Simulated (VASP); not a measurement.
Computed with LDA (Ceperley-Alder, Perdew-Zunger), VASP's LDA PAW potentials (set 64) (plane waves; VASP).

VASP input:

### KPOINTS
```
Automatic mesh
0
Gamma
10 10 10
0 0 0
```

### POSCAR
```
Sb
1
    3.9412191933    -2.1926672748    -0.0282487092
    3.9412191933     2.1926672748    -0.0282487092
    2.7471851967     0.0000000000     3.5769775591
Sb
2
Direct
  0.2360310242   0.2360310242   0.2360310242
  0.7639689758   0.7639689758   0.7639689758
```

INCAR:
```
ALGO  =  Normal
EDIFF  =  1E-7
EDIFFG  =  -0.01
ENCUT  =  520
IBRION  =  2
ISIF  =  4
ISMEAR  =  1
LASPH  =  .TRUE.
LCHARG  =  .FALSE.
LMAXMIX  =  4
LREAL  =  .FALSE.
LWAVE  =  .FALSE.
NELM  =  100
NSW  =  30
PREC  =  Accurate
SIGMA  =  0.1
SYSTEM  =  Sb
```

POTCAR, in this order: Sb (LDA.64 set). Program: vasp_std.

The run wrote:

**OUTCAR**
```
 ion  position               nearest neighbor table
   1  0.236  0.236  0.236-   2 2.97   2 2.97   2 2.97   2 3.34   2 3.34   2 3.34
   2  0.764  0.764  0.764-   1 2.97   1 2.97   1 2.97   1 3.34   1 3.34   1 3.34
  LATTYP: Found a trigonal (rhomboedric) cell.
 ALAT       =     4.5101880778
 COS(alpha) =     0.5272992694
 Subroutine PRICEL returns:
 Original cell was already a primitive cell.
 Subroutine GETGRP returns: Found 12 space group operations
The static configuration has the point symmetry D_3d.
The dynamic configuration has the point symmetry D_3d.
 Subroutine INISYM returns: Found 12 space group operations
 Subroutine IBZKPT returns following result:
 Found    116 irreducible k-points:

 Following reciprocal coordinates:
            Coordinates               Weight
  0.000000  0.000000  0.000000      1.000000
  0.100000  0.000000  0.000000      6.000000
  0.200000  0.000000  0.000000      6.000000
  0.300000  0.000000 -0.000000      6.000000
  0.400000  0.000000 -0.000000      6.000000
  0.500000 -0.000000  0.000000      3.000000
  0.100000  0.100000  0.000000      6.000000
  0.200000  0.100000  0.000000     12.000000
...
```

OSZICAR:
```
       N       E                     dE             d eps       ncg     rms          rms(c)
DAV:   1     0.388883393826E+02    0.38888E+02   -0.36030E+03  2088   0.867E+02
DAV:   2    -0.778027339732E+01   -0.46669E+02   -0.45625E+02  2947   0.124E+02
DAV:   3    -0.958930987753E+01   -0.18090E+01   -0.17854E+01  2506   0.302E+01
DAV:   4    -0.961306191975E+01   -0.23752E-01   -0.23735E-01  2571   0.344E+00
DAV:   5    -0.961324126383E+01   -0.17934E-03   -0.17934E-03  2417   0.332E-01    0.291E+00
DAV:   6    -0.960084351192E+01    0.12398E-01   -0.26161E-03  2359   0.335E-01    0.172E+00
DAV:   7    -0.959341824262E+01    0.74253E-02   -0.61876E-03  2156   0.511E-01    0.612E-02
DAV:   8    -0.959343890513E+01   -0.20663E-04   -0.11780E-04  2388   0.942E-02    0.164E-02
DAV:   9    -0.959344200809E+01   -0.31030E-05   -0.76736E-06  2413   0.203E-02    0.275E-03
DAV:  10    -0.959344171852E+01    0.28958E-06   -0.13257E-06  2439   0.726E-03    0.668E-04
DAV:  11    -0.959344174042E+01   -0.21905E-07   -0.10214E-07  1216   0.245E-03
   1 F= -.95934417E+01 E0= -.95934577E+01  d E =-.959344E+01
       N       E                     dE             d eps       ncg     rms          rms(c)
DAV:   1    -0.959798069772E+01   -0.45390E-02   -0.10921E-01  2206   0.204E+00    0.802E-02
DAV:   2    -0.959821129886E+01   -0.23060E-03   -0.28651E-03  2250   0.453E-01    0.313E-02
DAV:   3    -0.959819297013E+01    0.18329E-04   -0.48250E-05  2572   0.581E-02    0.138E-02
DAV:   4    -0.959818994998E+01    0.30201E-05   -0.81281E-06  2224   0.168E-02    0.364E-03
DAV:   5    -0.959818995418E+01   -0.41961E-08   -0.26592E-07  2148   0.413E-03
   2 F= -.95981900E+01 E0= -.95982246E+01  d E =-.474821E-02
       N       E                     dE             d eps       ncg     rms          rms(c)
DAV:   1    -0.960109693802E+01   -0.29070E-02   -0.33384E-01  2183   0.358E+00    0.152E-01
DAV:   2    -0.960181112908E+01   -0.71419E-03   -0.89361E-03  2242   0.796E-01    0.542E-02
DAV:   3    -0.960175356938E+01    0.57560E-04   -0.14919E-04  2587   0.103E-01    0.249E-02
DAV:   4    -0.960174228524E+01    0.11284E-04   -0.29778E-05  2214   0.315E-02    0.643E-03
DAV:   5    -0.960174232296E+01   -0.37722E-07   -0.88453E-07  2279   0.766E-03
   3 F= -.96017423E+01 E0= -.96017683E+01  d E =-.830058E-02
       N       E                     dE             d eps       ncg     rms          rms(c)
DAV:   1    -0.960174605405E+01   -0.37688E-05   -0.59778E-04  2175   0.152E-01    0.631E-03
DAV:   2    -0.960174736212E+01   -0.13081E-05   -0.16026E-05  2247   0.338E-02    0.231E-03
DAV:   3    -0.960174726116E+01    0.10096E-06   -0.27403E-07  2374   0.435E-03    0.106E-03
DAV:   4    -0.960174724384E+01    0.17315E-07   -0.50321E-08  1078   0.138E-03
   4 F= -.96017472E+01 E0= -.96017726E+01  d E =-.830550E-02
       N       E                     dE             d eps       ncg     rms          rms(c)
DAV:   1    -0.960236036385E+01   -0.61310E-03   -0.21094E-02  2158   0.850E-01    0.606E-02
DAV:   2    -0.960227390998E+01    0.86454E-04   -0.58787E-04  2182   0.188E-01    0.350E-02
DAV:   3    -0.960222361867E+01    0.50291E-04   -0.18291E-04  2518   0.776E-02    0.597E-03
DAV:   4    -0.960222387044E+01   -0.25177E-06   -0.12381E-05  2149   0.273E-02    0.411E-03
DAV:   5    -0.960222375413E+01    0.11631E-06   -0.97155E-07  2515   0.683E-03    0.150E-03
DAV:   6    -0.960222376543E+01   -0.11306E-07   -0.55971E-08  1061   0.182E-03
   5 F= -.96022238E+01 E0= -.96022354E+01  d E =-.476522E-03
       N       E                     dE             d eps       ncg     rms          rms(c)
DAV:   1    -0.960237647561E+01   -0.15272E-03   -0.93283E-03  2158   0.565E-01    0.403E-02
DAV:   2    -0.960233768920E+01    0.38786E-04   -0.26137E-04  2176   0.125E-01    0.233E-02
DAV:   3    -0.960231537864E+01    0.22311E-04   -0.81694E-05  2545   0.518E-02    0.403E-03
DAV:   4    -0.960231547743E+01   -0.98784E-07   -0.54796E-06  2154   0.182E-02    0.273E-03
DAV:   5    -0.960231542536E+01    0.52070E-07   -0.43528E-07  2219   0.457E-03
   6 F= -.96023154E+01 E0= -.96023162E+01  d E =-.568182E-03
```

OUTCAR:
```
------------------------ aborting loop because EDIFF is reached ----------------------------------------
  FORCE on cell =-STRESS in cart. coord.  units (eV):
  Direction    XX          YY          ZZ          XY          YZ          ZX
  --------------------------------------------------------------------------------------
  Total       -0.9250036     -0.9259292     -0.9258278      0.0000000     -0.0000000      0.0003067
  in kB      -23.8407729    -23.8646286    -23.8620152      0.0000000     -0.0000000      0.0079044
  external PRESSURE =     -23.8558055 kB  Pullay stress =       0.0000000 kB
  volume of cell :       62.16
      direct lattice vectors                 reciprocal lattice vectors
     3.987615496 -2.177622721 -0.003732393     0.125296351 -0.229608185 -0.098148146
     3.987615496  2.177622721 -0.003732393     0.125296351  0.229608185 -0.098148146
     2.801774224 -0.000000000  3.576757190     0.000261497 -0.000000000  0.279378021
 POSITION                                       TOTAL-FORCE (eV/Angst)
 -----------------------------------------------------------------------------------
      2.51304     -0.00000      0.83231         0.002313     -0.000000      0.000766
      8.26396     -0.00000      2.73698        -0.002313      0.000000     -0.000766
 -----------------------------------------------------------------------------------
    total drift:                               -0.000000      0.000000     -0.000000
  FREE ENERGIE OF THE ION-ELECTRON SYSTEM (eV)
  ---------------------------------------------------
  free  energy   TOTEN  =        -9.6023154254 eV

  energy  without entropy=       -9.6023176044  energy(sigma->0) =       -9.60231615

 reached required accuracy - stopping structural energy minimisation
```
(Selected blocks of OUTCAR.)

CONTCAR:
```
Sb
   1.00000000000000
     3.9876154961568036   -2.1776227207970567   -0.0037323932019469
     3.9876154961568036    2.1776227207970567   -0.0037323932019469
     2.8017742244485220   -0.0000000000000000    3.5767571904154485
  Sb
     2
Direct
     0.2331856196735282    0.2331856196735282    0.2331856197106894
     0.7668143803264718    0.7668143803264718    0.7668143802893106
```

The compound is Sb in the a7 structure. This cell is one point of a volume scan, at 1.06 of the reference volume. Symmetry was kept, so distortions that lower it aren't found.
